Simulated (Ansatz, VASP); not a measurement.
# TaN: VASP beside Ansatz

Wanted: the spread between two codes on one cell, functional and k mesh. Of the first pair: The cell is taken from a series of runs on this material, whose earlier steps may have relaxed, scaled, displaced or heated it; both programs get it as it stands.

Calculated with Ansatz 0.2.0; plane waves, with VASP 6.6.1 beside it; relaxation of cell and atoms at PBEsol and single point at PBEsol.

## Step 1: Starting point

The structure is hexagonal, space group P-6m2 (No. 187). Conventional cell: a = 2.924 Å, b = 2.924 Å, c = 2.871 Å, α = 90.00°, β = 90.00°, γ = 120.00°. N has 6 Ta at 2.22 Å nearest. Ta has 6 N at 2.22 Å nearest. Farther neighbours and most contacts between anions are not listed.

## Step 2: Ansatz: relaxation of cell and atoms, PBEsol

Ansatz runs on its PAW soft_1 files.

The relaxed volume is the usual yardstick between codes: in a stiff, nearly cubic crystal its relative difference is about their pressure difference at one cell divided by the bulk modulus.

input.yaml reads:

```yaml
crystal:
  lattice:
    - [2.9239930434, 0.0, 0.0]
    - [-1.4619965217, 2.5322522561, 0.0]
    - [0.0, 0.0, 2.8705888219]
  atoms:
    - { symbol: "N", position: [0.6666666667, 0.3333333333, 0.0] }
    - { symbol: Ta, position: [0.0, 0.0, 0.5] }
kpoints:
  mp_grid: { grid: [18, 18, 16] }
hamiltonian:
  xc: pbesol
  pseudopotentials: { kind: paw, azcp: { folder: soft_1 }, xc_functional: pbe }
scf:
  occupations: { method: methfessel_paxton, width: 0.2 }
output:
  forces: true
  stress: true
  eigenvalues: true
relax:
  adjacent_minimum: "off"
  f_tol: 0.001
  max_steps: 60
  cell: { stress_tol: 0.01 }
```

Command:

```bash
$ ansatz run input.yaml --threads 4 --pin off --max-ram 10240MiB --backend cpu --events-out ev --progress --plain --runs-dir out
```

Numbers of over 12 decimals in the logs are rounded to 6 here.

Output:

```text
Engine: ansatz 0.2.0, x86_64-unknown-linux-gnu
Pseudopotentials: kind: paw
Pseudopotential: N, paw, valence charge 5, recommended cutoff 420 eV (normal), soft_1/N.paw.azcp
Pseudopotential: Ta, paw, valence charge 13, recommended cutoff 420 eV (normal), soft_1/Ta.paw.azcp
Functional definition: PBEsol
  exchange = pbesol_x
  correlation = pbesol_c
Crystal: 2 atoms, lattice volume = 21.255 Å³
Basis set: ecut = 420 eV, 405 PW (Γ), exchange–correlation on 40×40×40 points (8 copies of the dense FFT grid, shifted against one another)
Bands: 13, of which v1, the nominal top of the filled ones, is band 9 counted from 1 (8 counted from 0)
Symmetry: 12 space group operations
Space group: P-6m2 (ITA 187), of the structure as read, at distance tolerance 2.8e-5 Å
k-points: 333 of 5184 (time reversal used)
Non-local potential: N, projectors of the file, l = 0: 2, l = 1: 2, l = 2: 1
Non-local potential: Ta, projectors of the file, l = 0: 3, l = 1: 2, l = 2: 2, l = 3: 1
PAW form: soft (Blöchl's): semilocal exchange-correlation on the pseudo side does not see the compensation charge
PAW frozen core: N, regenerated for the run's functional, and the local potential with it (the file was generated under x = pbe(κ = 0.804, μ = 0.219515), c = pbe(β = 0.066725))
PAW frozen core: Ta, regenerated for the run's functional, and the local potential with it (the file was generated under x = pbe(κ = 0.804, μ = 0.219515), c = pbe(β = 0.066725))
PAW one-centre angular grid: N, 110 points (default); XC on 64 Gauss nodes
PAW one-centre angular grid: Ta, 590 points (default); XC on 64 Gauss nodes
Initial density: superposition of atomic densities (chi_scale 0.1, normalization cell, long waves kept (reshape's long-wave potential 0.00 eV rms))
Initial wavefunctions: pseudopotential atomic-orbital guess
Functional: x = pbesol(κ = 0.804, μ = 0.123457), c = pbesol(β = 0.046)
SCF iter   1: F=—  HF=-10188.581561 eV  |F-HF|=—  |Δ(HF+E_count)|=         —  Δρ=4.87e-2  dr2=2.79e-1  ethr=3.10e-3  ⟨swp⟩=5.0  Hψ=21504  notcnv=0
preconditioner: auto → none  [metal: Δε(μ)=0.072 eV  Ē_g=11.282 eV  σ=0.200 eV  W_gap=0.30  n_scr=8 (ndim 8)  ℏωp=25.5 eV  f_vac=0.000  D(μ)=0.06/eV (n_scr^D=0)  sad-step TF]
SCF iter   2: F=—  HF=-10188.573554 eV  |F-HF|=—  |Δ(HF+E_count)|=   8.01e-3  S|Δr|=    0.00e0  Δρ=3.05e-2  dr2=1.21e-1  ethr=1.55e-3  ⟨swp⟩=1.0  Hψ=6993  notcnv=0
SCF iter   3: F=—  HF=-10188.559788 eV  |F-HF|=—  |Δ(HF+E_count)|=   1.38e-2  S|Δr|=    0.00e0  Δρ=1.63e-3  dr2=2.42e-4  ethr=6.70e-4  ⟨swp⟩=2.6  Hψ=5967  notcnv=0
SCF iter   4: F=—  HF=-10188.559894 eV  |F-HF|=—  |Δ(HF+E_count)|=   1.06e-4  S|Δr|=    0.00e0  Δρ=3.88e-4  dr2=2.73e-5  ethr=1.34e-6  ⟨swp⟩=2.4  Hψ=7127  notcnv=0
SCF iter   5: F=—  HF=-10188.559897 eV  |F-HF|=—  |Δ(HF+E_count)|=   2.80e-6  S|Δr|=    0.00e0  Δρ=3.88e-5  dr2=1.65e-7  ethr=1.52e-7  ⟨swp⟩=2.1  Hψ=5727  notcnv=0
SCF iter   6: F=-10188.559897 eV  HF=-10188.559897 eV  |F-HF|=1.22e-9  |Δ(HF+E_count)|=   4.47e-9  S|Δr|=    0.00e0  Δρ=8.26e-6  dr2=4.79e-9  ethr=5.56e-10  ⟨swp⟩=6.6  Hψ=21048  notcnv=0
SCF 1 converged in 6 iterations: F = -10188.559897 eV  dr2 = 4.79e-9
  greatest PAW one-centre occupation: 0.999 electrons in one spin orbital (limit 2), on the Ta atom at site 1 (counted from 0), in its partial waves of l = 0
relax step   1: F+E_penalty+E_count = -10188.55989682 eV  Δ(F+E_penalty+E_count) = +0.000e0 eV  max|allowed force component| = 7.401e-17 eV/Å  Δτ_max = 0.0000 Å  P = -0.040 GPa  Ω = 21.255 Å³  (6 SCF iters, dr2 threshold 1.00e-7 eV, accepted)
[...]
relax step   2: F+E_penalty+E_count = -10188.55990412 eV  Δ(F+E_penalty+E_count) = -7.294e-6 eV  max|allowed force component| = 1.110e-16 eV/Å  Δτ_max = 0.0000 Å  P = +0.031 GPa  Ω = 21.250 Å³  energy of the carried Pulay correction = +7.877e-6 eV  (3 SCF iters, dr2 threshold 6.33e-9 eV, rejected (line search))
[...]
relax step   3: F+E_penalty+E_count = -10188.55990111 eV  Δ(F+E_penalty+E_count) = -4.287e-6 eV  max|allowed force component| = 1.110e-16 eV/Å  Δτ_max = 0.0000 Å  P = -0.003 GPa  Ω = 21.252 Å³  energy of the carried Pulay correction = +3.916e-6 eV  (4 SCF iters, accepted)
[...]
relax step   4: F+E_penalty+E_count = -10188.55989791 eV  Δ(F+E_penalty+E_count) = +3.200e-6 eV  max|allowed force component| = 1.110e-16 eV/Å  Δτ_max = 0.0000 Å  P = -0.003 GPa  Ω = 21.252 Å³  stress off target by 5.69e-3 GPa  SCF on the basis re-selected at this cell (its energy is not comparable with the rows above)  (4 SCF iters)
basis re-selected at this cell: Δ(F+E_penalty+E_count) = +3.200e-6 eV, ΔP = -0.000 GPa vs the last step (what re-selecting the basis moved, of the pressure what is left beyond the Pulay correction that the steps carried, after the strain that the cell walked since its last selection, with what the two solves' SCF thresholds leave and, on support functions, any second-order correction that the steps lacked; it is no m [...]
SCF converged after 4 iterations
Stability not checked: this state was not tested for a lower state beside it, because cold or Methfessel-Paxton smearing, or corrected tetrahedra, fill the levels in a way that the test cannot read (fill_not_monotonic; see scf.lower_state_search)
Free energy (F): -10188.559898 eV
Harris-Foulkes:  -10188.559898 eV  (|F-HF|=3.64e-12)
Internal energy: -10188.560319 eV  (E = F + TS)
E sigma→0 (E₀):  -10188.560003 eV
Entropy (-TS):   0.000421 eV (0.210 meV/atom)
Fermi energy:    20.235641 eV
--- Per-component energies (eV) ---
  E_band       = -51.034386
  E_kinetic    = 523.839017
  E_local      = -581.181135  (includes V_loc(G=0)·N_el)
  E_nonlocal   = 26.418777
  E_hartree    = 207.798776
  E_xc         = -379.203271
  E_vxc        = -310.433181  (∫ρ·V_xc dr)
  E_paw        = -8304.611544  (= ΣΔE_a)
  E_vpaw       = -125.276325  (= ΣTr[D̂ρ^β])
  E_aug_tail   = 0.000909  (compensation charges beyond the density's cutoff)
  E_ewald      = -1681.863659
  E_core_change = 0.241812  (= ΣΔE_core)
  E_smearing   = 0.000421  (= −TS)
  E_closure    = 0.000000  (closes the sum)
  Σ components = -10188.559898   (vs F -10188.559898, Δ=0.00e0)
--- Forces (eV/Å), atoms counted from 1 ---
  atom   1  N      0.00000000     0.00000000     0.00000000
  atom   2  Ta     0.00000000     0.00000000     0.00000000
  max |Σ_I F_I| component: 5.18e-16 eV/Å
--- Stress (GPa, compression-positive) ---
       -0.001925      -0.000000      -0.000000
        0.000000      -0.001925       0.000000
       -0.000000       0.000000      -0.005693
  P = ⅓ Tr σ = -0.0032 GPa (-0.032 kbar)
--- Band table (eV; the first three rows and the last of 333) ---
  k-point 0: bands = [... 5 lower, 15.6520, 15.6520, 15.9924, 17.3328, 22.5710, 23.9287, 23.9287, 24.3517]
  k-point 1: bands = [... 5 lower, 15.6761, 15.6849, 15.6849, 17.5964, 22.7151, 23.3018, 23.3018, 24.8322]
  k-point 2: bands = [... 5 lower, 14.9805, 15.7792, 15.7792, 18.1839, 22.4795, 22.4795, 23.1052, 25.2091]
  k-point 332: bands = [... 5 lower, 11.9052, 13.6619, 16.3793, 19.9289, 24.8653, 25.4341, 27.1441, 27.9824]
--- Relaxed structure (3 steps of the walk, 2 accepted, 1 SCFs on fresh bases) ---
  F+E_penalty+E_count = -10188.55989791 eV   max|allowed force component| = 1.110e-16 eV/Å   (the final SCF, on the basis selected at the relaxed cell)
  cell:  # Å, volume = 21.2524 Å³
    - [2.923831, 0, 0.0]
    - [-1.461916, 2.532112, 0.0]
    - [0.0, 0.0, 2.870607]
  atoms:
    - { symbol: N, position: [0.666667, 0.333333, 0.0] }
    - { symbol: Ta, position: [-3.7007434155248937e-17, 0, 0.5] }
```

## Step 3: VASP: relaxation of cell and atoms, PBEsol

The same cell, functional, mesh and smearing now go to VASP, with its own data sets.

Lines of VASP's logs that name or quote its potential files are left out, and so is its time.

INCAR reads:

```
SYSTEM = TaN
PREC = Accurate
ENCUT = 600
EDIFF = 1E-07
NELM = 120
ISMEAR = 1
SIGMA = 0.2
LREAL = .FALSE.
ALGO = Normal
GGA = PS
NBANDS = 14
LASPH = .TRUE.
LORBIT = 11
LWAVE = .FALSE.
LCHARG = .FALSE.
ISIF = 3
IBRION = 2
NSW = 80
EDIFFG = -0.005
GGA_COMPAT = .FALSE.
NELMIN = 4
KPAR = 2
```

POSCAR reads:

```
TaN
1.0
    2.9239930000      0.0000000000      0.0000000000
   -1.4619970000      2.5322520000      0.0000000000
    0.0000000000      0.0000000000      2.8705890000
N Ta
1 1
Direct
    0.6666668947      0.3333333333      0.0000000000
    0.0000000000      0.0000000000      0.4999998258
```

KPOINTS reads:

```
Automatic mesh
0
Gamma
18 18 16
0 0 0
```

PAW data sets: N and Ta_pv (PBE family, release 64).

Command:

```bash
$ mpirun -np 2 vasp_std
```

Output:

```text
[banner, memory and clock lines left out]
running    2 mpi-ranks, on    1 nodes
 distrk:  each k-point on    1 cores,    2 groups
 distr:  one band on    1 cores,    1 groups

 POSCAR found type information on POSCAR N Ta
 POSCAR found :  2 types and       2 ions
|                                                                             |
|               ----> ADVICE to this user running VASP <----                  |
|                                                                             |
|     You enforced a specific xc type in the INCAR file but a different       |
|     [... a line on the potential file left out ...]
|     I HOPE YOU KNOW WHAT YOU ARE DOING!                                     |
|                                                                             |

 LDA part: xc-table for (Slater+PW92), standard interpolation
 POSCAR, INCAR and KPOINTS ok, starting setup
 FFT: planning ... GRIDC
 FFT: planning ... GRID_SOFT
 FFT: planning ... GRID
 WAVECAR not read
 entering main loop
       N       E                     dE             d eps       ncg     rms          rms(c)
DAV:   1     0.102148837873E+03    0.10215E+03   -0.98107E+03  9332   0.134E+03
DAV:   2    -0.225100143595E+02   -0.12466E+03   -0.11801E+03 11306   0.346E+02
DAV:   3    -0.261159263046E+02   -0.36059E+01   -0.35829E+01 10746   0.578E+01
DAV:   4    -0.261345121322E+02   -0.18586E-01   -0.18583E-01 11106   0.439E+00
DAV:   5    -0.261346255438E+02   -0.11341E-03   -0.11341E-03 11046   0.331E-01    0.244E+01
DAV:   6    -0.239321917787E+02    0.22024E+01   -0.39193E+00 11198   0.247E+01    0.104E+01
DAV:   7    -0.238442274977E+02    0.87964E-01   -0.37323E-01 11616   0.624E+00    0.715E+00
DAV:   8    -0.238129409802E+02    0.31287E-01   -0.12953E-01 12474   0.346E+00    0.151E+00
DAV:   9    -0.238078402093E+02    0.51008E-02   -0.11147E-02 10452   0.965E-01    0.206E-01
DAV:  10    -0.238077526268E+02    0.87582E-04   -0.54766E-04 12762   0.288E-01    0.144E-01
DAV:  11    -0.238077119687E+02    0.40658E-04   -0.63407E-05 10626   0.829E-02    0.147E-02
DAV:  12    -0.238077120023E+02   -0.33648E-07   -0.45446E-06 12150   0.198E-02    0.209E-03
DAV:  13    -0.238077119530E+02    0.49380E-07   -0.34080E-08  7266   0.194E-03
   1 F= -.23807712E+02 E0= -.23807851E+02  d E =-.238077E+02
 curvature:   0.00 expect dE= 0.000E+00 dE for cont linesearch  0.000E+00
 trial: gam= 0.00000 g(F)=  0.389E-41 g(S)=  0.741E-03 ort = 0.000E+00 (trialstep = 0.100E+01)
 search vector abs. value=  0.741E-03
 bond charge predicted
       N       E                     dE             d eps       ncg     rms          rms(c)
DAV:   1    -0.238105046210E+02   -0.27926E-02   -0.11294E-01 10746   0.403E+00    0.686E-01
DAV:   2    -0.238078847162E+02    0.26199E-02   -0.30271E-03 10596   0.597E-01    0.277E-01
DAV:   3    -0.238071483308E+02    0.73639E-03   -0.17411E-03 12438   0.459E-01    0.503E-02
DAV:   4    -0.238071493531E+02   -0.10222E-05   -0.20694E-05  9912   0.493E-02    0.272E-02
DAV:   5    -0.238071484166E+02    0.93649E-06   -0.58839E-06 13140   0.252E-02    0.658E-03
DAV:   6    -0.238071481644E+02    0.25216E-06   -0.31079E-07 11182   0.532E-03    0.188E-03
DAV:   7    -0.238071481714E+02   -0.69394E-08   -0.14316E-08  7968   0.116E-03
   2 F= -.23807148E+02 E0= -.23807275E+02  d E =0.563782E-03
 trial-energy change:    0.000564  1 .order    0.000561   -0.000741    0.001862
 step:   0.2832(harm=  0.2847)  dis= 0.00000  next Energy=   -23.807817 (dE=-0.105E-03)
 bond charge predicted
       N       E                     dE             d eps       ncg     rms          rms(c)
DAV:   1    -0.238095331452E+02   -0.23850E-02   -0.57716E-02 10656   0.287E+00    0.493E-01
DAV:   2    -0.238081866369E+02    0.13465E-02   -0.15637E-03 10524   0.430E-01    0.198E-01
DAV:   3    -0.238078116100E+02    0.37503E-03   -0.88694E-04 12414   0.330E-01    0.366E-02
DAV:   4    -0.238078139310E+02   -0.23210E-05   -0.10315E-05  9948   0.355E-02    0.199E-02
DAV:   5    -0.238078166049E+02   -0.26739E-05   -0.31070E-06 13074   0.183E-02    0.474E-03
DAV:   6    -0.238078170110E+02   -0.40615E-06   -0.15502E-07 10866   0.384E-03    0.133E-03
DAV:   7    -0.238078169901E+02    0.20910E-07   -0.96506E-09  7344   0.939E-04
   3 F= -.23807817E+02 E0= -.23807952E+02  d E =-.105037E-03
 curvature:  -0.14 expect dE=-0.164E-07 dE for cont linesearch -0.198E-08
 trial: gam=-0.00417 g(F)=  0.402E-41 g(S)=  0.116E-06 ort = 0.321E-05 (trialstep = 0.857E+00)
 search vector abs. value=  0.102E-06
 reached required accuracy - stopping structural energy minimisation
```

From OUTCAR (step 3):

```text
ion  position               nearest neighbor table
   1  0.667  0.333  0.000-   2 2.22   2 2.22   2 2.22   2 2.22   2 2.22   2 2.22
   2  0.000  0.000  0.500-   1 2.22   1 2.22   1 2.22   1 2.22   1 2.22   1 2.22

  LATTYP: Found a hexagonal cell.
 ALAT       =     2.9239930000
 C/A-ratio  =     0.9817359344

 Subroutine GETGRP returns: Found 12 space group operations
 (whereof 12 operations were pure point group operations)

The static configuration has the point symmetry D_3h.

 Found    333 irreducible k-points:

   k-points           NKPTS =    333   k-points in BZ     NKDIM =    333   number of bands    NBANDS=     14

   dimension x,y,z NGX =    24 NGY =   24 NGZ =   24
   dimension x,y,z NGXF=    48 NGYF=   48 NGZF=   48

   ENCUT  =  600.0 eV  44.10 Ry    6.64 a.u.   5.84  5.84  5.73*2*pi/ulx,y,z

   NELECT =      16.0000    total number of electrons

 k-points in reciprocal lattice and weights: Automatic mesh
   0.00000000  0.00000000  0.00000000       0.000
   0.05555556  0.00000000  0.00000000       0.001
   0.11111111  0.00000000  0.00000000       0.001
   0.16666667  0.00000000  0.00000000       0.001
   0.22222222  0.00000000  0.00000000       0.001
   0.27777778  0.00000000  0.00000000       0.001
   0.33333333  0.00000000  0.00000000       0.001
   0.38888889  0.00000000  0.00000000       0.001
   0.44444444  0.00000000  0.00000000       0.001
[...]
0.33333333  0.27777778  0.50000000       0.002
   0.33333333  0.33333333  0.50000000       0.000

 average (electrostatic) potential at core
       1 -61.6373       2 -34.6570

 E-fermi :   8.1691

 k-point     1 :       0.0000    0.0000    0.0000
  band No.  band energies     occupation
    ...
      4      -9.6102      2.00000
      5       3.6064      2.00000
      6       3.6064      2.00000
      7       3.9326      2.00000
      8       5.2890      2.00000
      9      10.5270     -0.00000
     10      11.8652     -0.00000
     11      11.8652     -0.00000
     12      12.2619      0.00000
     13      12.2619      0.00000
    ...

 k-point     2 :       0.0556    0.0000    0.0000
  band No.  band energies     occupation
    ...
      4      -9.5433      2.00000
      5       3.3930      2.00000
      6       3.6570      2.00000
      7       4.0376      2.00000
      8       5.1915      2.00000
      9      10.7729     -0.00000
     10      11.7207     -0.00000
     11      11.8739     -0.00000
     12      12.2275      0.00000
     13      12.3529      0.00000
    ...

 k-point     3 :       0.1111    0.0000    0.0000
  band No.  band energies     occupation
    ...
      4      -9.3499      2.00000
      5       2.8923      2.00000
      6       3.8014      2.00000
      7       4.2809      2.00000
      8       4.9267      2.00000
      9      11.2495     -0.00000
     10      11.5118     -0.00000
     11      11.9097     -0.00000
     12      12.1299     -0.00000
     13      12.5899      0.00000
    ...

  Total       -0.0006456     -0.0006456      0.0019889      0.0000000      0.0000000     -0.0000000
  in kB       -0.0485647     -0.0485647      0.1496191      0.0000000      0.0000000     -0.0000000
  external PRESSURE =       0.0174966 kB  Pullay stress =       0.0000000 kB

  energy-cutoff  :      600.00
  volume of cell :       21.30
      direct lattice vectors                 reciprocal lattice vectors
     2.925745062 -0.000000000  0.000000000     0.341793280  0.197334527  0.000000000
    -1.462873032  2.533769330 -0.000000000     0.000000000  0.394668918  0.000000000
     0.000000000 -0.000000000  2.873017437    -0.000000000 -0.000000000  0.348066109

 POSITION                                       TOTAL-FORCE (eV/Angst)
 -----------------------------------------------------------------------------------
      1.46287      0.84459      2.87302        -0.000000     -0.000000      0.000000
     -1.46287      2.53377      1.43651         0.000000      0.000000      0.000000
 -----------------------------------------------------------------------------------
    total drift:                               -0.000412     -0.000003      0.000086

  FREE ENERGIE OF THE ION-ELECTRON SYSTEM (eV)
  ---------------------------------------------------
  free  energy   TOTEN  =       -23.8078169901 eV

  energy  without entropy=      -23.8082224821  energy(sigma->0) =      -23.80795215

 reached required accuracy - stopping structural energy minimisation

 total charge
# of ion       s       p       d       tot
------------------------------------------
    1        1.219   2.492   0.000   3.711
    2        0.308   6.274   2.455   9.037
--------------------------------------------------
tot          1.527   8.766   2.455  12.748

[... 3 further parts left out ...]
```

CONTCAR:

```
TaN
   1.00000000000000
     2.9257450619038057   -0.0000000003459493    0.0000000000000000
    -1.4628730315511047    2.5337693298979187   -0.0000000000000000
     0.0000000000000000   -0.0000000000000000    2.8730174368129311
  N               Ta
     1     1
Direct
     0.6666668947000005    0.3333333332999970    1.0000000000000000
     0.0000000000000000    1.0000000000000000    0.4999998258000034
```

## Step 4: Comparison

Known differences besides the potentials themselves: the data sets hold 18 valence electrons in Ansatz (on its PAW soft_1 files) and 16 in VASP; the cutoff is 420 eV in Ansatz and 600 eV in VASP; Ansatz makes its cores anew for this functional, VASP keeps those of its PBE data sets; Ansatz adds a Pulay correction to the stress that steers its cell, VASP none. Total energies have different zeros and are not compared.

Both answers:

```
                                         quantity  Ansatz   VASP  difference
                                      volume (Å³)   21.25  21.30     -0.21 %
edge a after relaxation, in the typed setting (Å)   2.924  2.926     -0.06 %
edge c after relaxation, in the typed setting (Å)   2.871  2.873     -0.08 %
```

(Part 1 of 2 ends here.)

[Lines on the potential files, build, host, timing and source positions are cut from VASP's logs without a mark.]

[Logs are printed without paths, hosts, clocks, repeated set-up lines and the standing remarks that a program may print on its own settings, such as how far it seeks lower states.]

[Hosts, paths, dates, database ids (printed as entryN), source tags and the programs' standing remarks are cut or masked in the printed files.]
